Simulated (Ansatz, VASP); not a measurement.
# Cross-check of SiC (Moissanite) between VASP and Ansatz, part 2 of 3

Wanted: the spread between two codes on one cell, functional and k mesh. The cell is taken from a series of runs on this material, whose earlier steps may have relaxed, scaled, displaced or heated it; both programs get it as it stands.

VASP 6.6.1 and Ansatz 0.2.0.

So far: The structure; VASP: zone-centre phonons, PBE.

## Step 2: VASP: zone-centre phonons, PBE (continued)

Level of this step: PBE; plane waves and PAW (C, Si) (VASP).

Parts of OUTCAR (step 2):

```text
ion  position               nearest neighbor table
   1  0.333  0.667  0.380-   4 1.93   4 1.93   4 1.93   3 1.95
   2  0.667  0.333  0.880-   3 1.93   3 1.93   3 1.93   4 1.95
   3  0.333  0.667  0.005-   2 1.93   2 1.93   2 1.93   1 1.95
   4  0.667  0.333  0.505-   1 1.93   1 1.93   1 1.93   2 1.95

  LATTYP: Found a hexagonal cell.
 ALAT       =     3.1520167017
 C/A-ratio  =     1.6419600268

 Subroutine GETGRP returns: Found 12 space group operations
 (whereof  6 operations were pure point group operations)

The static configuration has the point symmetry C_3v.
 The point group associated with its full space group is C_6v.

 Found     76 irreducible k-points:

   k-points           NKPTS =     76   k-points in BZ     NKDIM =     76   number of bands    NBANDS=     14

   dimension x,y,z NGX =    28 NGY =   28 NGZ =   42
   dimension x,y,z NGXF=    56 NGYF=   56 NGZF=   84

   ENCUT  =  600.0 eV  44.10 Ry    6.64 a.u.   6.30  6.30 10.34*2*pi/ulx,y,z

   NELECT =      16.0000    total number of electrons

 k-points in reciprocal lattice and weights: Automatic mesh
   0.00000000  0.00000000  0.00000000       0.001
   0.08333333  0.00000000  0.00000000       0.007
   0.16666667  0.00000000  0.00000000       0.007
   0.25000000  0.00000000  0.00000000       0.007
   0.33333333  0.00000000  0.00000000       0.007
   0.41666667  0.00000000  0.00000000       0.007
   0.50000000  0.00000000  0.00000000       0.003
   0.08333333  0.08333333  0.00000000       0.007
   0.16666667  0.08333333  0.00000000       0.014
[...]
0.33333333  0.25000000  0.50000000       0.014
   0.33333333  0.33333333  0.50000000       0.002

 average (electrostatic) potential at core
       1 -45.7941       2 -45.7941       3 -81.3728       4 -81.3728

[...]
3.152016702  0.000000000  0.000000000     0.317257202  0.183168531  0.000000000
    -1.576008351  2.729726537  0.000000000     0.000000000  0.366337062  0.000000000
     0.000000000  0.000000000  5.175485428     0.000000000  0.000000000  0.193218591

 POSITION                                       TOTAL-FORCE (eV/Angst)
 -----------------------------------------------------------------------------------
     -0.00000      1.81982      1.96910         0.000000      0.000000     -0.000115
      1.57601      0.90991      4.55684        -0.000000     -0.000000     -0.000115
     -0.00000      1.81982      0.02347         0.000000     -0.000000      0.000115
      1.57601      0.90991      2.61121        -0.000000      0.000000      0.000115
 -----------------------------------------------------------------------------------
    total drift:                               -0.000000     -0.000000     -0.000035

 MACROSCOPIC STATIC DIELECTRIC TENSOR (including local field effects in DFT)
 ------------------------------------------------------
           7.138603     0.000000     0.000000
           0.000000     7.138603     0.000000
           0.000000     0.000000     7.510049
 ------------------------------------------------------

 PIEZOELECTRIC TENSOR (including local field effects)  for field in x, y, z        (C/m^2)
          XX          YY          ZZ          XY          YZ          ZX
  --------------------------------------------------------------------------------
  x     0.00000    -0.00000     0.00000     0.00000     0.00000     0.56063
  y     0.00000     0.00000     0.00000     0.00000     0.56063     0.00000
  z     0.46754     0.46754    -0.82499     0.00000     0.00000     0.00000

 BORN EFFECTIVE CHARGES (including local field effects) (in |e|, cummulative output)
 ---------------------------------------------------------------------------------
 ion    1
    1    -2.59927    -0.00000     0.00000
    2    -0.00000    -2.59927     0.00000
    3     0.00000    -0.00000    -2.79202
 ion    2
    1    -2.59927    -0.00000    -0.00000
    2    -0.00000    -2.59927     0.00000
    3    -0.00000     0.00000    -2.79202
 ion    3
    1     2.59927     0.00000     0.00000
    2     0.00000     2.59927     0.00000
    3     0.00000    -0.00000     2.79202
 ion    4
    1     2.59927     0.00000    -0.00000
    2     0.00000     2.59927     0.00000
    3     0.00000     0.00000     2.79202

 Eigenvectors and eigenvalues of the dynamical matrix
 ----------------------------------------------------

   1 f  =   22.875997 THz   143.734129 2PiTHz  763.061126 cm-1    94.607479 meV
             X         Y         Z           dx          dy          dz
     -0.000000  1.819818  1.969097    -0.000000   -0.000000    0.701952
      1.576008  0.909909  4.556839    -0.000000   -0.000000   -0.701952
     -0.000000  1.819818  0.023465     0.000000    0.000000    0.085226
      1.576008  0.909909  2.611208     0.000000    0.000000   -0.085226

   2 f  =   21.872710 THz   137.430292 2PiTHz  729.595084 cm-1    90.458221 meV
             X         Y         Z           dx          dy          dz
     -0.000000  1.819818  1.969097    -0.503504   -0.310973   -0.000000
      1.576008  0.909909  4.556839    -0.503504   -0.310973    0.000000
     -0.000000  1.819818  0.023465     0.329275    0.203366    0.000000
      1.576008  0.909909  2.611208     0.329275    0.203366    0.000000

   3 f  =   21.872710 THz   137.430292 2PiTHz  729.595084 cm-1    90.458221 meV
             X         Y         Z           dx          dy          dz
     -0.000000  1.819818  1.969097    -0.310973    0.503504   -0.000000
      1.576008  0.909909  4.556839    -0.310973    0.503504   -0.000000
     -0.000000  1.819818  0.023465     0.203366   -0.329275    0.000000
      1.576008  0.909909  2.611208     0.203366   -0.329275    0.000000

   4 f  =   21.030189 THz   132.136576 2PiTHz  701.491605 cm-1    86.973835 meV
             X         Y         Z           dx          dy          dz
     -0.000000  1.819818  1.969097    -0.000000    0.000000   -0.591789
      1.576008  0.909909  4.556839     0.000000   -0.000000   -0.591789
     -0.000000  1.819818  0.023465    -0.000000    0.000000    0.387022
      1.576008  0.909909  2.611208     0.000000   -0.000000    0.387022

   5 f  =   20.589701 THz   129.368908 2PiTHz  686.798504 cm-1    85.152124 meV
             X         Y         Z           dx          dy          dz
     -0.000000  1.819818  1.969097    -0.519230   -0.320691   -0.000000
      1.576008  0.909909  4.556839     0.519230    0.320691   -0.000000
     -0.000000  1.819818  0.023465    -0.303867   -0.187677    0.000000
      1.576008  0.909909  2.611208     0.303867    0.187677    0.000000

   6 f  =   20.589701 THz   129.368908 2PiTHz  686.798504 cm-1    85.152124 meV
             X         Y         Z           dx          dy          dz
     -0.000000  1.819818  1.969097    -0.320691    0.519230    0.000000
      1.576008  0.909909  4.556839     0.320691   -0.519230    0.000000
     -0.000000  1.819818  0.023465    -0.187677    0.303867   -0.000000
      1.576008  0.909909  2.611208     0.187677   -0.303867   -0.000000

   7 f  =   16.505063 THz   103.704368 2PiTHz  550.549635 cm-1    68.259424 meV
             X         Y         Z           dx          dy          dz
     -0.000000  1.819818  1.969097     0.000000   -0.000000   -0.085226
      1.576008  0.909909  4.556839    -0.000000    0.000000    0.085226
     -0.000000  1.819818  0.023465     0.000000    0.000000    0.701952
      1.576008  0.909909  2.611208    -0.000000   -0.000000   -0.701952

   8 f  =    7.725075 THz    48.538080 2PiTHz  257.680776 cm-1    31.948330 meV
             X         Y         Z           dx          dy          dz
     -0.000000  1.819818  1.969097    -0.303875   -0.187663   -0.000000
      1.576008  0.909909  4.556839     0.303875    0.187663   -0.000000
     -0.000000  1.819818  0.023465     0.519245    0.320667   -0.000000
      1.576008  0.909909  2.611208    -0.519245   -0.320667   -0.000000

   9 f  =    7.725075 THz    48.538080 2PiTHz  257.680776 cm-1    31.948330 meV
             X         Y         Z           dx          dy          dz
     -0.000000  1.819818  1.969097    -0.187663    0.303875    0.000000
      1.576008  0.909909  4.556839     0.187663   -0.303875    0.000000
     -0.000000  1.819818  0.023465     0.320667   -0.519245    0.000000
      1.576008  0.909909  2.611208    -0.320667    0.519245    0.000000

  10 f/i=    0.000094 THz     0.000591 2PiTHz    0.003137 cm-1     0.000389 meV
             X         Y         Z           dx          dy          dz
     -0.000000  1.819818  1.969097    -0.373661    0.100786    0.000000
      1.576008  0.909909  4.556839    -0.373661    0.100786    0.000000
     -0.000000  1.819818  0.023465    -0.571375    0.154114    0.000000
      1.576008  0.909909  2.611208    -0.571375    0.154114    0.000000

  11 f/i=    0.000094 THz     0.000591 2PiTHz    0.003137 cm-1     0.000389 meV
             X         Y         Z           dx          dy          dz
     -0.000000  1.819818  1.969097     0.100786    0.373661    0.000000
      1.576008  0.909909  4.556839     0.100786    0.373661    0.000000
     -0.000000  1.819818  0.023465     0.154114    0.571375    0.000000
      1.576008  0.909909  2.611208     0.154114    0.571375    0.000000

  12 f/i=    0.000367 THz     0.002308 2PiTHz    0.012255 cm-1     0.001519 meV
             X         Y         Z           dx          dy          dz
     -0.000000  1.819818  1.969097     0.000000   -0.000000    0.387022
      1.576008  0.909909  4.556839     0.000000   -0.000000    0.387022
     -0.000000  1.819818  0.023465     0.000000   -0.000000    0.591789
      1.576008  0.909909  2.611208     0.000000   -0.000000    0.591789

 MACROSCOPIC STATIC DIELECTRIC TENSOR IONIC CONTRIBUTION
 ------------------------------------------------------
           3.334137     0.000000    -0.000000
           0.000000     3.334137     0.000000
          -0.000000     0.000000     4.161301
 ------------------------------------------------------

 ELASTIC MODULI CONTR FROM IONIC RELAXATION (kBar)
 Direction    XX          YY          ZZ          XY          YZ          ZX
 --------------------------------------------------------------------------------
 XX        -218.9457    134.6266     75.3972     -0.0000      0.0000      0.0000
 YY         134.6266   -218.9457     75.3972     -0.0000     -0.0000     -0.0000
 ZZ          75.3972     75.3972   -134.8387      0.0000      0.0000     -0.0000
 XY          -0.0000     -0.0000      0.0000   -176.7861     -0.0000     -0.0000
 YZ          -0.0000      0.0000      0.0000     -0.0000    -52.5297     -0.0000
 ZX           0.0000     -0.0000     -0.0000     -0.0000     -0.0000    -57.8685
 --------------------------------------------------------------------------------

 PIEZOELECTRIC TENSOR IONIC CONTR  for field in x, y, z        (C/m^2)
          XX          YY          ZZ          XY          YZ          ZX
  --------------------------------------------------------------------------------
  x     0.00000    -0.00000    -0.00000    -0.00000    -0.00000    -0.41332
  y     0.00000    -0.00000     0.00000    -0.00000    -0.39379    -0.00000
  z    -0.39413    -0.39413     0.70485    -0.00000    -0.00000     0.00000
```

[end of part 2 of 3]

[Lines on the potential files, build, host, timing and source positions are cut from VASP's logs without a mark.]

[Logs are printed without paths, hosts, clocks, repeated set-up lines and the standing remarks that a program may print on its own settings, such as how far it seeks lower states.]

[Hosts, paths, dates, database ids (printed as entryN), source tags and the programs' standing remarks are cut or masked in the printed files.]
